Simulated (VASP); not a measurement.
Data:

```
YAs
1.0
    0.00000     2.85070     2.85070
    2.85070     0.00000     2.85070
    2.85070     2.85070     0.00000
Y As
1 1
Direct
  0.00000   0.00000   0.00000
  0.50000   0.50000   0.50000
```

All values below come from LDA (Ceperley-Alder, Perdew-Zunger), VASP's LDA PAW potentials (set 64) (plane waves; VASP). Settings: 400 eV cut-off, Gaussian smearing of 0.050 eV, potentials Y_sv As.

Q: What does the run give for the band gap (along the path) with the smallest direct gap where there is one?

A: 
The band gap (along the path) is none (metal, semimetal or under 0.01 eV).

Only differences to runs with the same potentials and settings are physical.

The structure comes from a computed database's YAs entry (Fm-3m); how it stands against other phases isn't given here. It was relaxed first, which changed the volume by -6 %.
